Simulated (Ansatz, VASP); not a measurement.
# Cross-check of TiC between VASP and Ansatz

Aim: how closely do two programs agree when they are given the same cell, functional and k mesh? The cell is taken from a series of runs on this material, whose earlier steps may have relaxed, scaled, displaced or heated it; both programs get it as it stands.

Calculated with Ansatz 0.2.0; plane waves, with VASP 6.6.1 beside it; zone-centre phonons at PBEsol.

### Step 1. Starting point

It takes space group Immm (No. 71, orthorhombic). The conventional cell has a = 3.011 Å, b = 3.127 Å, c = 4.273 Å, α = 90.00°, β = 90.00°, γ = 90.00°. Nearest to C lie 6 Ti at 2.14 to 2.17 Å. Ti has 6 C at 2.14 to 2.17 Å nearest. Farther neighbours are not listed.

### Step 2. Ansatz: zone-centre phonons, PBEsol

Ansatz runs on its PAW soft_1 files.

Second derivatives magnify differences that forces hide, and they need a tight electronic threshold.

Contents of input.yaml:

```yaml
crystal:
  lattice:
    - [0.040816068, 2.1700205498, 2.136743835]
    - [2.1700205498, 0.040816068, 2.136743835]
    - [2.2108366178, 2.2108366178, 0.0]
  atoms:
    - { symbol: C, position: [0.5, 0.5, 0.5] }
    - { symbol: Ti, position: [0.0, 0.0, 0.0] }
kpoints:
  mp_grid: { grid: [16, 16, 16] }
hamiltonian:
  xc: pbesol
  pseudopotentials: { kind: paw, azcp: { folder: soft_1 }, xc_functional: pbe }
scf:
  occupations: { method: methfessel_paxton, width: 0.2 }
output:
  eigenvalues: true
phonons:
  method: dfpt
```

Run with:

```console
ansatz run input.yaml --threads 4 --pin off --max-ram 10240MiB --backend cpu --events-out ev --progress --plain --runs-dir out
```

Numbers of over 12 decimals in the logs are rounded to 6 here.

The program printed:

```text
zone centre: on kpoints.mp_grid the ground state, and the responses unless they are solved on pairs of k-points, stand on 1098 of the mesh's 4096 k-points, reduced under 4 symmetry operations, with k and −k counted as one. Each operation leaves every solved displacement unchanged or reverses it
Engine: ansatz 0.2.0, x86_64-unknown-linux-gnu
Pseudopotentials: kind: paw
Pseudopotential: C, paw, valence charge 4, recommended cutoff 420 eV (normal), soft_1/C.paw.azcp
Pseudopotential: Ti, paw, valence charge 12, recommended cutoff 420 eV (normal), soft_1/Ti.paw.azcp
Functional definition: PBEsol
  exchange = pbesol_x
  correlation = pbesol_c
Crystal: 2 atoms, lattice volume = 20.117 Å³
Basis set: ecut = 420 eV, 391 PW (Γ), exchange–correlation on 48×48×48 points (8 copies of the dense FFT grid, shifted against one another)
Bands: 12, of which v1, the nominal top of the filled ones, is band 8 counted from 1 (7 counted from 0)
Symmetry: 8 space group operations
k-points: 1098 of 4096 (irreducible under 4 space group operations)
Non-local potential: C, projectors of the file, l = 0: 2, l = 1: 2, l = 2: 1
Non-local potential: Ti, projectors of the file, l = 0: 3, l = 1: 2, l = 2: 3, l = 3: 1
PAW form: soft (Blöchl's): semilocal exchange-correlation on the pseudo side does not see the compensation charge
PAW frozen core: C, regenerated for the run's functional, and the local potential with it (the file was generated under x = pbe(κ = 0.804, μ = 0.219515), c = pbe(β = 0.066725))
PAW frozen core: Ti, regenerated for the run's functional, and the local potential with it (the file was generated under x = pbe(κ = 0.804, μ = 0.219515), c = pbe(β = 0.066725))
PAW one-centre angular grid: C, 110 points (default); XC on 64 Gauss nodes
PAW one-centre angular grid: Ti, 590 points (default); XC on 64 Gauss nodes
Initial density: superposition of atomic densities (chi_scale 0.1, normalization cell, long waves kept (reshape's long-wave potential 0.00 eV rms))
Initial wavefunctions: pseudopotential atomic-orbital guess
Functional: x = pbesol(κ = 0.804, μ = 0.123457), c = pbesol(β = 0.046)
SCF iter   1: F=—  HF=-2723.376684 eV  |F-HF|=—  |Δ(HF+E_count)|=         —  Δρ=1.37e-1  dr2=4.89e0  ethr=3.10e-3  ⟨swp⟩=4.2  Hψ=62000  notcnv=0
preconditioner: auto → none  [metal: Δε(μ)=0.020 eV  Ē_g=9.079 eV  σ=0.200 eV  W_gap=0.08  n_scr=8 (ndim 8)  ℏωp=23.4 eV  f_vac=0.000  D(μ)=0.20/eV (n_scr^D=0)  sad-step TF]
SCF iter   2: F=—  HF=-2722.892463 eV  |F-HF|=—  |Δ(HF+E_count)|=   4.84e-1  S|Δr|=    0.00e0  Δρ=9.60e-2  dr2=2.47e0  ethr=3.10e-3  ⟨swp⟩=2.0  Hψ=26272  notcnv=0
SCF iter   3: F=—  HF=-2722.403594 eV  |F-HF|=—  |Δ(HF+E_count)|=   4.89e-1  S|Δr|=    0.00e0  Δρ=8.10e-3  dr2=7.48e-3  ethr=3.10e-3  ⟨swp⟩=2.9  Hψ=28015  notcnv=0
SCF iter   4: F=—  HF=-2722.401104 eV  |F-HF|=—  |Δ(HF+E_count)|=   2.49e-3  S|Δr|=    0.00e0  Δρ=1.48e-3  dr2=2.22e-4  ethr=4.67e-5  ⟨swp⟩=2.0  Hψ=31161  notcnv=0
SCF iter   5: F=—  HF=-2722.401205 eV  |F-HF|=—  |Δ(HF+E_count)|=   1.01e-4  S|Δr|=    0.00e0  Δρ=3.89e-4  dr2=2.19e-5  ethr=1.39e-6  ⟨swp⟩=2.0  Hψ=17639  notcnv=0
SCF iter   6: F=—  HF=-2722.401205 eV  |F-HF|=—  |Δ(HF+E_count)|=   2.23e-7  S|Δr|=    0.00e0  Δρ=5.59e-5  dr2=5.91e-7  ethr=1.37e-7  ⟨swp⟩=2.0  Hψ=21258  notcnv=0
SCF iter   7: F=—  HF=-2722.401204 eV  |F-HF|=—  |Δ(HF+E_count)|=   9.08e-7  S|Δr|=    0.00e0  Δρ=3.82e-6  dr2=2.27e-9  ethr=3.70e-9  ⟨swp⟩=3.0  Hψ=21753  notcnv=0
SCF iter   8: F=—  HF=-2722.401204 eV  |F-HF|=—  |Δ(HF+E_count)|=  8.33e-10  S|Δr|=    0.00e0  Δρ=2.20e-6  dr2=1.02e-9  ethr=1.42e-11  ⟨swp⟩=2.6  Hψ=20904  notcnv=0
SCF iter   9: F=-2722.401204 eV  HF=-2722.401204 eV  |F-HF|=4.55e-13  |Δ(HF+E_count)|=  2.90e-10  S|Δr|=    0.00e0  Δρ=3.20e-8  dr2=1.04e-13  ethr=1.00e-12  ⟨swp⟩=3.9  Hψ=58816  notcnv=0
the search or the solves at the SCF's close seem to have found levels that the self-consistency loop had missed (the run counts 2). By its estimate they hold under 1e-12 electrons; where the run keeps them, the occupations were computed again with them
SCF 1 converged in 9 iterations: F = -2722.401204 eV  dr2 = 1.04e-13
  greatest PAW one-centre occupation: 0.998 electrons in one spin orbital (limit 2), on the Ti atom at site 1 (counted from 0), in its partial waves of l = 0
DFPT response loops at Γ: preconditioner auto → Kerker (q_TF=auto, 2.626 Å⁻¹) (partly filled bands, converged f_vac=0.000); β = 1.00, the filter's whole step (`scf.mixing.beta` (0.50) is not read by the response loops under this deck's `scf.mixing.preconditioner`; to damp them name `kerker` or `kerker_dos`, under which they read `scf.mixing.beta`, and type it under 1.00, their step now; both keys bind the ground state too); Broyden in place of MSR1
SCF converged after 9 iterations
Stability not checked: this state was not tested for a lower state beside it, because cold or Methfessel-Paxton smearing, or corrected tetrahedra, fill the levels in a way that the test cannot read (fill_not_monotonic; see scf.lower_state_search)
Free energy (F): -2722.401204 eV
Harris-Foulkes:  -2722.401204 eV  (|F-HF|=4.55e-13)
Internal energy: -2722.401202 eV  (E = F + TS)
E sigma→0 (E₀):  -2722.401203 eV
Entropy (-TS):   -0.000002 eV (-0.001 meV/atom)
Fermi energy:    14.700387 eV
--- Per-component energies (eV) ---
  E_band       = -109.566919
  E_kinetic    = 366.174800
  E_local      = -823.692703  (includes V_loc(G=0)·N_el)
  E_nonlocal   = 84.348339
  E_hartree    = 323.850193
  E_xc         = -163.432841
  E_vxc        = -204.791751  (∫ρ·V_xc dr)
  E_paw        = -1112.028605  (= ΣΔE_a)
  E_vpaw       = -179.305933  (= ΣTr[D̂ρ^β])
  E_aug_tail   = -0.000061  (compensation charges beyond the density's cutoff)
  E_ewald      = -1397.780808
  E_core_change = 0.160485  (= ΣΔE_core)
  E_smearing   = -0.000002  (= −TS)
  E_closure    = 0.000000  (closes the sum)
  Σ components = -2722.401204   (vs F -2722.401204, Δ=0.00e0)
--- Band table (eV; the first three rows and the last of 1098) ---
  k-point 0: bands = [... 4 lower, 2.2667, 15.1407, 15.4114, 15.5035, 16.2336, 16.3981, 16.4356, 16.5098]
  k-point 1: bands = [... 4 lower, 2.3551, 14.7643, 15.1131, 15.2885, 15.7783, 15.8296, 16.5574, 17.4560]
  k-point 2: bands = [... 4 lower, 2.6147, 13.8999, 14.3692, 14.5334, 15.8029, 15.9207, 16.9242, 18.4952]
  k-point 1097: bands = [... 4 lower, 4.5905, 11.3433, 12.9641, 14.3387, 14.8518, 17.4861, 18.2734, 18.2879]
--- Phonons (Γ-DFPT): 4 representative perturbations + reference, on 1098 of 4096 k-points (Σ response iterations 12) ---
  k mesh reduced under 4 symmetry operations, with k and −k counted as one. Each operation leaves every solved displacement unchanged or reverses it
  ASR residual: 1.742e-5 → 0.000e0 eV/Å²; symmetrization residual: 1.625e-7 eV/Å²
  ASR residual per site (eV/Å²): 1.74e-5 4.66e-6
  Γ frequencies (cm⁻¹): 0.00 0.00 0.00 493.62 529.58 552.52
  non-analytic LO–TO correction: not included (Born effective charges unavailable; polar crystals: no LO–TO splitting at Γ)
```

(Part 1 of 2 ends here.)

[Lines on the potential files, build, host, timing and source positions are cut from VASP's logs without a mark.]

[Logs are printed without paths, hosts, clocks, repeated set-up lines and the standing remarks that a program may print on its own settings, such as how far it seeks lower states.]

[Hosts, paths, dates, database ids (printed as entryN), source tags and the programs' standing remarks are cut or masked in the printed files.]
